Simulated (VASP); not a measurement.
All values below come from r2SCAN meta-GGA, VASP's PBE PAW potentials (set 64) (plane waves; VASP).

VASP ran on this input.

KPOINTS:
```
Regular mesh
0
Gamma
  13 13 13
0 0 0
```

POSCAR:
```
Er
1
    3.2069135370    -0.0000000000    -0.0000000000
   -0.0000000000     3.2069135370    -0.0000000000
    0.0000000000    -0.0000000000     3.2069135370
Er
1
Direct
  0.0000000000   0.0000000000   0.0000000000
```

File KPOINTS_OPT:
```
k-points along high-symmetry lines
10
Line-mode
Reciprocal
  0.000000   0.000000   0.000000 ! GAMMA
  0.000000   0.500000   0.000000 ! X

  0.000000   0.500000   0.000000 ! X
  0.500000   0.500000   0.000000 ! M

  0.500000   0.500000   0.000000 ! M
  0.000000   0.000000   0.000000 ! GAMMA

  0.000000   0.000000   0.000000 ! GAMMA
  0.500000   0.500000   0.500000 ! R

  0.500000   0.500000   0.500000 ! R
  0.000000   0.500000   0.000000 ! X

  0.500000   0.500000   0.500000 ! R
  0.500000   0.500000   0.000000 ! M
```

INCAR:
```
SYSTEM = Er
PREC = Accurate
ENCUT = 400
EDIFF = 1E-7
NELM = 100
ALGO = Normal
LREAL = .FALSE.
LASPH = .TRUE.
ISMEAR = -5
METAGGA = R2SCAN
LMIXTAU = .TRUE.
LMAXMIX = 6
LWAVE = .FALSE.
LCHARG = .FALSE.
LORBIT = 11
NEDOS = 601
ISIF = 2
```

POTCAR, in this order: Er_3 (PBE.64 set). Program: vasp_std.

Output

File OUTCAR:
```
 ion  position               nearest neighbor table
   1  0.000  0.000  0.000-
  LATTYP: Found a simple cubic cell.
 ALAT       =     3.2069135370
 Subroutine PRICEL returns:
 Original cell was already a primitive cell.
 Subroutine GETGRP returns: Found 48 space group operations
The static configuration has the point symmetry O_h .
The dynamic configuration has the point symmetry O_h .
 Subroutine INISYM returns: Found 48 space group operations
 Subroutine IBZKPT returns following result:
 Found     84 irreducible k-points:

 Following reciprocal coordinates:
            Coordinates               Weight
  0.000000  0.000000  0.000000      1.000000
  0.076923  0.000000  0.000000      6.000000
  0.153846  0.000000  0.000000      6.000000
  0.230769  0.000000  0.000000      6.000000
  0.307692  0.000000  0.000000      6.000000
  0.384615  0.000000  0.000000      6.000000
  0.461538  0.000000  0.000000      6.000000
  0.076923  0.076923  0.000000     12.000000
  0.153846  0.076923  0.000000     24.000000
  0.230769  0.076923  0.000000     24.000000
  0.307692  0.076923  0.000000     24.000000
  0.384615  0.076923  0.000000     24.000000
  0.461538  0.076923  0.000000     24.000000
  0.153846  0.153846  0.000000     12.000000
  0.230769  0.153846  0.000000     24.000000
  0.307692  0.153846  0.000000     24.000000
  0.384615  0.153846  0.000000     24.000000
  0.461538  0.153846  0.000000     24.000000
  0.230769  0.230769  0.000000     12.000000
  0.307692  0.230769  0.000000     24.000000
  0.384615  0.230769  0.000000     24.000000
  0.461538  0.230769  0.000000     24.000000
  0.307692  0.307692  0.000000     12.000000
  0.384615  0.307692  0.000000     24.000000
  0.461538  0.307692  0.000000     24.000000
  0.384615  0.384615  0.000000     12.000000
  0.461538  0.384615  0.000000     24.000000
  0.461538  0.461538  0.000000     12.000000
  0.076923  0.076923  0.076923      8.000000
  0.153846  0.076923  0.076923     24.000000
  0.230769  0.076923  0.076923     24.000000
  0.307692  0.076923  0.076923     24.000000
  0.384615  0.076923  0.076923     24.000000
  0.461538  0.076923  0.076923     24.000000
  0.153846  0.153846  0.076923     24.000000
  0.230769  0.153846  0.076923     48.000000
  0.307692  0.153846  0.076923     48.000000
  0.384615  0.153846  0.076923     48.000000
  0.461538  0.153846  0.076923     48.000000
  0.230769  0.230769  0.076923     24.000000
   k-points           NKPTS =     84   k-points in BZ     NKDIM =     84   number of bands    NBANDS=      8
   number of dos      NEDOS =    601   number of ions     NIONS =      1
   total plane-waves  NPLWV =  13824
   dimension x,y,z NGX =    24 NGY =   24 NGZ =   24
   dimension x,y,z NGXF=    48 NGYF=   48 NGZF=   48
   ions per type =               1
   PREC   = accura    normal or accurate (medium, high low for compatibility)
   ISTART =      0    job   : 0-new  1-cont  2-samecut
   ICHARG =      2    charge: 1-file 2-atom 10-const
   ISPIN  =      1    spin polarized calculation?
   LNONCOLLINEAR =      F non collinear calculations
   LSORBIT =      F    spin-orbit coupling
   INIWAV =      1    electr: 0-lowe 1-rand  2-diag
   ENCUT  =  400.0 eV  29.40 Ry    5.42 a.u.   5.23  5.23  5.23*2*pi/ulx,y,z
   NELM   =    100;   NELMIN=  2; NELMDL= -5     # of ELM steps
   EDIFF  = 0.1E-06   stopping-criterion for ELM
   LREAL  =      F    real-space projection
   NLSPLINE    = F    spline interpolate recip. space projectors
   LMAXMIX     =    6 max onsite mixed and CHGCAR
   VOSKOWN=      0    Vosko Wilk Nusair interpolation
...
```

OSZICAR:
```
       N       E                     dE             d eps       ncg     rms          rms(c)
DAV:   1    -0.298556161388E+02   -0.29856E+02   -0.42550E+03  2008   0.866E+02
DAV:   2    -0.337895460449E+02   -0.39339E+01   -0.37310E+01  1464   0.532E+01
DAV:   3    -0.340170383478E+02   -0.22749E+00   -0.20514E+00  2488   0.136E+01
DAV:   4    -0.340189026070E+02   -0.18643E-02   -0.18146E-02  1536   0.108E+00
DAV:   5    -0.340189307944E+02   -0.28187E-04   -0.27546E-04  2496   0.216E-01    0.168E+01
DAV:   6    -0.328572278376E+02    0.11617E+01   -0.34579E-01  2120   0.112E+01    0.902E+00
DAV:   7    -0.330652685172E+02   -0.20804E+00   -0.13052E-01  2184   0.459E+00    0.104E+00
DAV:   8    -0.328778512041E+02    0.18742E+00   -0.14741E-01  2072   0.441E+00    0.426E-01
DAV:   9    -0.330126721118E+02   -0.13482E+00   -0.14582E-01  1680   0.243E+00    0.264E-01
DAV:  10    -0.329930398907E+02    0.19632E-01   -0.10230E-02  1664   0.699E-01    0.339E-01
DAV:  11    -0.329744144224E+02    0.18625E-01   -0.45813E-03  1768   0.448E-01    0.409E-01
DAV:  12    -0.330138370790E+02   -0.39423E-01   -0.22421E-02  1904   0.984E-01    0.134E-01
DAV:  13    -0.330131137160E+02    0.72336E-03   -0.86847E-04  2280   0.292E-01    0.629E-02
DAV:  14    -0.330130835156E+02    0.30200E-04   -0.11599E-05  1672   0.324E-02    0.587E-02
DAV:  15    -0.330132572812E+02   -0.17377E-03   -0.30914E-04  2192   0.155E-01    0.273E-02
DAV:  16    -0.330132459200E+02    0.11361E-04   -0.11176E-05  2160   0.346E-02    0.101E-02
DAV:  17    -0.330132198403E+02    0.26080E-04   -0.18441E-05  2088   0.453E-02    0.376E-03
DAV:  18    -0.330132224526E+02   -0.26123E-05   -0.96636E-06  1896   0.362E-02    0.243E-03
DAV:  19    -0.330132268722E+02   -0.44196E-05   -0.77775E-07  2208   0.842E-03    0.128E-03
DAV:  20    -0.330132256405E+02    0.12317E-05   -0.43640E-08  1056   0.222E-03    0.377E-04
DAV:  21    -0.330132248956E+02    0.74486E-06   -0.23158E-08  1048   0.291E-03    0.547E-04
DAV:  22    -0.330132253697E+02   -0.47408E-06   -0.73941E-09   848   0.124E-03    0.183E-04
DAV:  23    -0.330132252282E+02    0.14156E-06   -0.21369E-09   864   0.115E-03    0.299E-04
DAV:  24    -0.330132254257E+02   -0.19757E-06   -0.15286E-09   784   0.751E-04    0.928E-05
DAV:  25    -0.330132255113E+02   -0.85560E-07   -0.71390E-10   784   0.562E-04
   1 F= -.33013226E+02 E0= -.33013226E+02  d E =0.000000E+00
       N       E                     dE             ncg
```

### OUTCAR
```
------------------------ aborting loop because EDIFF is reached ----------------------------------------
  FORCE on cell =-STRESS in cart. coord.  units (eV):
  Direction    XX          YY          ZZ          XY          YZ          ZX
  --------------------------------------------------------------------------------------
  Total       -0.0274676     -0.0274676     -0.0274676      0.0000000     -0.0000000      0.0000000
  in kB       -1.3343516     -1.3343516     -1.3343516      0.0000000     -0.0000000      0.0000000
  external PRESSURE =      -1.3343516 kB  Pullay stress =       0.0000000 kB
  volume of cell :       32.98
      direct lattice vectors                 reciprocal lattice vectors
     3.206913537  0.000000000  0.000000000     0.311826305  0.000000000  0.000000000
     0.000000000  3.206913537  0.000000000     0.000000000  0.311826305  0.000000000
     0.000000000  0.000000000  3.206913537     0.000000000  0.000000000  0.311826305
 POSITION                                       TOTAL-FORCE (eV/Angst)
 -----------------------------------------------------------------------------------
      0.00000      0.00000      0.00000         0.000000      0.000000      0.000000
 -----------------------------------------------------------------------------------
    total drift:                                0.000000      0.000000      0.000000
  FREE ENERGIE OF THE ION-ELECTRON SYSTEM (eV)
  ---------------------------------------------------
  free  energy   TOTEN  =       -33.0132255113 eV

  energy  without entropy=      -33.0132255113  energy(sigma->0) =      -33.01322551

 total charge

# of ion       s       p       d       tot
------------------------------------------
    1        0.534   6.455   1.142   8.131
```
(Selected blocks of OUTCAR.)

The 4f electrons are frozen in the core of the lanthanide potential, so 4f levels, which can set the real gap, and their magnetism are missing. For a metal the tetrahedron method with Blöchl corrections gives inexact stress and forces.

The structure was generated: Er was put into the simple-cubic type (Pm-3m), which need not be its known phase. It was relaxed first.
